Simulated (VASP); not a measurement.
```yaml
crystal:
  lattice:
    - [-5.14854, 5.14854, 5.14854]
    - [5.14854, -5.14854, 5.14854]
    - [5.14854, 5.14854, -5.14854]
  atoms:
    - { symbol: In, position: [0.50000, 0.50000, 0.50000] }
    - { symbol: In, position: [0.50000, 0.00000, 0.00000] }
    - { symbol: In, position: [0.00000, 0.00000, 0.50000] }
    - { symbol: In, position: [0.00000, 0.50000, 0.00000] }
    - { symbol: In, position: [0.25000, 0.71650, 0.46650] }
    - { symbol: In, position: [0.75000, 0.78350, 0.03350] }
    - { symbol: In, position: [0.46650, 0.25000, 0.71650] }
    - { symbol: In, position: [0.03350, 0.75000, 0.78350] }
    - { symbol: In, position: [0.71650, 0.46650, 0.25000] }
    - { symbol: In, position: [0.78350, 0.03350, 0.75000] }
    - { symbol: In, position: [0.75000, 0.28350, 0.53350] }
    - { symbol: In, position: [0.25000, 0.21650, 0.96650] }
    - { symbol: In, position: [0.53350, 0.75000, 0.28350] }
    - { symbol: In, position: [0.96650, 0.25000, 0.21650] }
    - { symbol: In, position: [0.28350, 0.53350, 0.75000] }
    - { symbol: In, position: [0.21650, 0.96650, 0.25000] }
    - { symbol: O, position: [0.53610, 0.77370, 0.54340] }
    - { symbol: O, position: [0.73030, 0.99270, 0.95660] }
    - { symbol: O, position: [0.76970, 0.72630, 0.26240] }
    - { symbol: O, position: [0.96390, 0.50730, 0.23760] }
    - { symbol: O, position: [0.54340, 0.53610, 0.77370] }
    - { symbol: O, position: [0.95660, 0.73030, 0.99270] }
    - { symbol: O, position: [0.26240, 0.76970, 0.72630] }
    - { symbol: O, position: [0.23760, 0.96390, 0.50730] }
    - { symbol: O, position: [0.77370, 0.54340, 0.53610] }
    - { symbol: O, position: [0.99270, 0.95660, 0.73030] }
    - { symbol: O, position: [0.72630, 0.26240, 0.76970] }
    - { symbol: O, position: [0.50730, 0.23760, 0.96390] }
    - { symbol: O, position: [0.46390, 0.22630, 0.45660] }
    - { symbol: O, position: [0.26970, 0.00730, 0.04340] }
    - { symbol: O, position: [0.23030, 0.27370, 0.73760] }
    - { symbol: O, position: [0.03610, 0.49270, 0.76240] }
    - { symbol: O, position: [0.45660, 0.46390, 0.22630] }
    - { symbol: O, position: [0.04340, 0.26970, 0.00730] }
    - { symbol: O, position: [0.73760, 0.23030, 0.27370] }
    - { symbol: O, position: [0.76240, 0.03610, 0.49270] }
    - { symbol: O, position: [0.22630, 0.45660, 0.46390] }
    - { symbol: O, position: [0.00730, 0.04340, 0.26970] }
    - { symbol: O, position: [0.27370, 0.73760, 0.23030] }
    - { symbol: O, position: [0.49270, 0.76240, 0.03610] }
```

The numbers are results of PBE GGA, VASP's PBE PAW potentials (set 64) (plane waves; VASP), not measurements. Settings: LREAL = Auto, 400 eV cut-off, 3×3×3 Γ-centred mesh, first-order Methfessel-Paxton smearing of 0.20 eV, potentials In_d O.

Unless said otherwise, spin-orbit coupling is left out, though it shifts the bands of the heavy elements here.

### Question
Give the energies of bands 164 to 177 at the high-symmetry points, in eV from the valence-band maximum.

### Answer

| band | Γ | H | N | P |
|---|---|---|---|---|
| 164 | -0.41 | -0.43 | -0.46 | -0.53 |
| 165 | -0.32 | -0.24 | -0.41 | -0.50 |
| 166 | -0.32 | -0.24 | -0.41 | -0.50 |
| 167 | -0.32 | -0.23 | -0.33 | -0.50 |
| 168 | -0.28 | -0.23 | -0.33 | -0.50 |
| 169 | -0.28 | -0.23 | -0.26 | -0.09 |
| 170 | -0.23 | -0.23 | -0.26 | -0.09 |
| 171 | -0.23 | -0.23 | -0.21 | -0.09 |
| 172 | -0.23 | -0.23 | -0.21 | -0.09 |
| 173 | -0.23 | -0.20 | -0.13 | -0.08 |
| 174 | -0.01 | -0.20 | -0.13 | -0.08 |
| 175 | -0.01 | -0.20 | -0.02 | -0.08 |
| 176 | -0.01 | -0.14 | -0.02 | -0.08 |
| 177 | 0.92 | 3.87 | 2.99 | 3.58 |

The gap is indirect, 0.92 eV, from the valence maximum at Γ-H at 0.22 to the conduction minimum at Γ.

The structure was generated: In2O3 was put into an ordered model structure, a phase also known from measurement. The cell was not relaxed at this level.
